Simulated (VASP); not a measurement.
A run of VASP 6.6.1 is set up as follows.

INCAR

```
PREC = Accurate
ENCUT = 520
EDIFF = 1E-6
ISMEAR = -1
SIGMA = 0.05
LREAL = F
LASPH = T
NELM = 80
ALGO = Normal
ISIF = 2
LWAVE = F
LCHARG = F
LDIPOL = T
IDIPOL = 3
DIPOL = 0.5 0.5 0.294
GGA = PE
IVDW = 4
IBRION = 2
NSW = 60
EDIFFG = -0.02
```

File KPOINTS:

```
Automatic mesh
0
Gamma
  9 7 1
```

File POSCAR:

```
AgF
1.0
    3.1221000000      0.0000000000      0.0000000000
    0.0000000000      4.1428800000      0.0000000000
    0.0000000000      0.0000000000     23.8000000000
Ag F
1 1
Selective dynamics
Direct
    0.0000000000      0.5000000000      0.2941200000  F F F
    0.0000000000      0.0000000000      0.2941200000  T T T
```

Potentials or basis: VASP PAW PBE potentials, release 64 (Ag, F).

The run is started by

```sh
$ cat potpaw_PBE.64/Ag/POTCAR potpaw_PBE.64/F/POTCAR > POTCAR
$ mpirun -np 1 vasp_std > vasp.out
```

(1) Estimate the dispersion energy per atom.

(2) Estimate the Hirshfeld charges.

## Answers

(1) -0.064 eV.

(2) Ag +0.35; F -0.35 e.

Caveat: the relaxation stopped at its first step, so nothing moved.
